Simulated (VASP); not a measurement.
These are PBEsol GGA, VASP's PBE PAW potentials (set 64) (plane waves; VASP 6.6.1) values and carry that method's errors.

Input for VASP

### POSCAR
```
MoSi2
1
   -1.5960580863     1.5960580863     3.9135841060
    1.5960580863    -1.5960580863     3.9135841060
    1.5960580863     1.5960580863    -3.9135841060
Si Mo
2 1
Direct
  0.6649281234   0.6649281234   0.0000000000
  0.3350718766   0.3350718766   0.0000000000
  0.0000000000   0.0000000000   0.0000000000
```

**KPOINTS**
```
Automatic mesh
0
Gamma
13 13 13
0 0 0
```

INCAR:
```
ALGO=Normal
EDIFF=1E-7
EDIFFG=-0.01
ENCUT=520
GGA=PS
IBRION=2
ISIF=4
ISMEAR=1
LASPH=.True.
LCHARG=.False.
LMAXMIX=4
LREAL=.False.
LWAVE=.False.
NELM=100
NSW=30
PREC=Accurate
SIGMA=0.1
SYSTEM=MoSi2
```

POTCAR, in this order: Si Mo_sv (PBE.64 set). Program: vasp_std.

Output

**OUTCAR**
```
 ion  position               nearest neighbor table
   1  0.665  0.665  0.000-   2 2.58   3 2.60   3 2.60   3 2.60   3 2.60   2 2.62   2 2.62   2 2.62
                             2 2.62   3 2.62
   2  0.335  0.335  0.000-   1 2.58   3 2.60   3 2.60   3 2.60   3 2.60   1 2.62   1 2.62   1 2.62
                             1 2.62   3 2.62
   3  0.000  0.000  0.000-   1 2.60   1 2.60   1 2.60   2 2.60   1 2.60   2 2.60   2 2.60   2 2.60
                             1 2.62   2 2.62
  LATTYP: Found a body centered tetragonal cell.
 ALAT       =     3.1921161726
 C/A-ratio  =     2.4520311257
 Subroutine PRICEL returns:
 Original cell was already a primitive cell.
 Subroutine GETGRP returns: Found 16 space group operations
The static configuration has the point symmetry D_4h.
The dynamic configuration has the point symmetry D_4h.
 Subroutine INISYM returns: Found 16 space group operations
 Subroutine IBZKPT returns following result:
 Found    196 irreducible k-points:

 Following reciprocal coordinates:
            Coordinates               Weight
  0.000000  0.000000  0.000000      1.000000
  0.076923  0.000000  0.000000      8.000000
  0.153846  0.000000 -0.000000      8.000000
  0.230769  0.000000 -0.000000      8.000000
  0.307692  0.000000 -0.000000      8.000000
  0.384615  0.000000 -0.000000      8.000000
  0.461538  0.000000 -0.000000      8.000000
  0.076923  0.076923  0.000000      8.000000
  0.153846  0.076923 -0.000000     16.000000
  0.230769  0.076923 -0.000000     16.000000
  0.307692  0.076923 -0.000000     16.000000
  0.384615  0.076923 -0.000000     16.000000
  0.461538  0.076923 -0.000000     16.000000
 -0.461538  0.076923  0.000000     16.000000
 -0.384615  0.076923  0.000000     16.000000
 -0.307692  0.076923  0.000000     16.000000
 -0.230769  0.076923  0.000000     16.000000
 -0.153846  0.076923 -0.000000     16.000000
 -0.076923  0.076923  0.000000      4.000000
...
```

File OSZICAR:
```
       N       E                     dE             d eps       ncg     rms          rms(c)
DAV:   1     0.121774408247E+03    0.12177E+03   -0.11443E+04  5880   0.139E+03
DAV:   2    -0.230281774784E+02   -0.14480E+03   -0.14264E+03  7231   0.337E+02
DAV:   3    -0.260342451577E+02   -0.30061E+01   -0.29446E+01  7890   0.442E+01
DAV:   4    -0.260486120158E+02   -0.14367E-01   -0.14365E-01  6629   0.357E+00
DAV:   5    -0.260487342454E+02   -0.12223E-03   -0.12222E-03  7994   0.307E-01    0.231E+01
DAV:   6    -0.252514084042E+02    0.79733E+00   -0.72779E+00  6888   0.188E+01    0.506E+00
DAV:   7    -0.251214654842E+02    0.12994E+00   -0.10776E+00  6623   0.667E+00    0.476E+00
DAV:   8    -0.250802459418E+02    0.41220E-01   -0.13050E-01  7063   0.296E+00    0.453E-01
DAV:   9    -0.250792193621E+02    0.10266E-02   -0.23440E-03  7189   0.428E-01    0.242E-01
DAV:  10    -0.250791240030E+02    0.95359E-04   -0.67245E-04  7056   0.248E-01    0.619E-02
DAV:  11    -0.250791117442E+02    0.12259E-04   -0.24513E-04  7056   0.125E-01    0.396E-02
DAV:  12    -0.250791064336E+02    0.53106E-05   -0.30612E-05  6713   0.411E-02    0.777E-03
DAV:  13    -0.250791061431E+02    0.29050E-06   -0.78049E-07  7518   0.683E-03    0.177E-03
DAV:  14    -0.250791060748E+02    0.68287E-07   -0.15362E-08  3787   0.938E-04
   1 F= -.25079106E+02 E0= -.25079064E+02  d E =-.250791E+02
```

### OUTCAR
```
------------------------ aborting loop because EDIFF is reached ----------------------------------------
  FORCE on cell =-STRESS in cart. coord.  units (eV):
  Direction    XX          YY          ZZ          XY          YZ          ZX
  --------------------------------------------------------------------------------------
  Total       -0.0060333     -0.0060333     -0.0422937      0.0000000      0.0000000      0.0000000
  in kB       -0.2423990     -0.2423990     -1.6992360      0.0000000      0.0000000      0.0000000
  external PRESSURE =      -0.7280113 kB  Pullay stress =       0.0000000 kB
  volume of cell :       39.88
      direct lattice vectors                 reciprocal lattice vectors
    -1.596058086  1.596058086  3.913584106     0.000000000  0.313271807  0.127760126
     1.596058086 -1.596058086  3.913584106     0.313271807  0.000000000  0.127760126
     1.596058086  1.596058086 -3.913584106     0.313271807  0.313271807  0.000000000
 POSITION                                       TOTAL-FORCE (eV/Angst)
 -----------------------------------------------------------------------------------
      0.00000      0.00000      5.20450         0.000000      0.000000      0.001324
      0.00000      0.00000      2.62266        -0.000000     -0.000000     -0.001324
      0.00000      0.00000      0.00000         0.000000      0.000000      0.000000
 -----------------------------------------------------------------------------------
    total drift:                               -0.000000     -0.000000      0.000000
  FREE ENERGIE OF THE ION-ELECTRON SYSTEM (eV)
  ---------------------------------------------------
  free  energy   TOTEN  =       -25.0791060748 eV

  energy  without entropy=      -25.0789795561  energy(sigma->0) =      -25.07906390

 reached required accuracy - stopping structural energy minimisation
```
(Selected blocks of OUTCAR.)

The compound is MoSi2 in the MoSi2 type structure. It was relaxed first.
